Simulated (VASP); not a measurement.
An input for Ansatz (written as the equivalent of a VASP run, and not itself run):

Ansatz 0.2 input:
```yaml
crystal:
  lattice:
    - [0.0000000, 2.4611940, 2.4611940]
    - [2.4611940, 0.0000000, 2.4611940]
    - [2.4611940, 2.4611940, 0.0000000]
  atoms:
    - { symbol: S, position: [0.0000000, 0.0000000, 0.0000000] }
    - { symbol: Pd, position: [0.5000000, 0.5000000, 0.5000000] }
kpoints:
  mp_grid: { grid: [8, 8, 8] }
hamiltonian:
  xc: pbe
  pseudopotentials: { kind: paw }
magnetization: { noncollinear: true, spin_orbit: true }
scf:
  occupations: { method: gaussian, width: 0.272 }
  max_iter: 100
output: { forces: true, stress: true, eigenvalues: true }
```

### Question
Translate this input to VASP (INCAR, KPOINTS, POSCAR, choice of POTCAR).

### Answer
One answer among several that fit: 
INCAR:
```
! general
SYSTEM        = PdS
PREC          = Accurate
ENCUT         = 300   ! plane-wave cut-off (eV)
LREAL         = .FALSE.   ! projection in real space or not
LASPH         = .TRUE.

! electronic loop
EDIFF         = 1E-6
NELM          = 100
ALGO          = Normal   ! blocked Davidson
LMAXMIX       = 4

! smearing
ISMEAR        = 0   ! Gaussian
SIGMA         = 0.272   ! width (eV)

! functional
GGA           = PE
GGA_COMPAT    = .FALSE.

! spin
MAGMOM        = 0.0 0.0 0.0 0.0 0.0 0.0
LSORBIT       = .TRUE.
LNONCOLLINEAR = .TRUE.

! ions
ISIF          = 2

! output
LWAVE         = .FALSE.
LCHARG        = .FALSE.
LORBIT        = 11   ! lm-projected
```

**POSCAR**
```
PdS
1
    0.0000000000     2.4611940000     2.4611940000
    2.4611940000     0.0000000000     2.4611940000
    2.4611940000     2.4611940000     0.0000000000
S Pd
1 1
Direct
  0.0000000000   0.0000000000   0.0000000000
  0.5000000000   0.5000000000   0.5000000000
```

**KPOINTS**
```
Automatic mesh
0
Gamma
8 8 8
0 0 0
```

POTCAR, in this order: S Pd (PBE.64 set). Program: vasp_ncl.

What does not carry over: each code has its own PAW files, so the cut-off isn't converted (ENCUT is set for VASP's; basis.ecutwfc is left out, and Ansatz then takes the one that its files recommend); Ansatz stops its SCF on the density residual and VASP on the energy change (EDIFF).

The structure was generated: PdS was put into an ordered model structure, which need not be its known phase. The cell was not relaxed at this level. The run is one of a series of settings (GGA_COMPAT = .FALSE., LNONCOLLINEAR = .TRUE., LSORBIT = .TRUE., MAGMOM = 0.0 0.0 0.0 0.0 0.0 0.0, program vasp_ncl against the base run), some of them coarse on purpose.
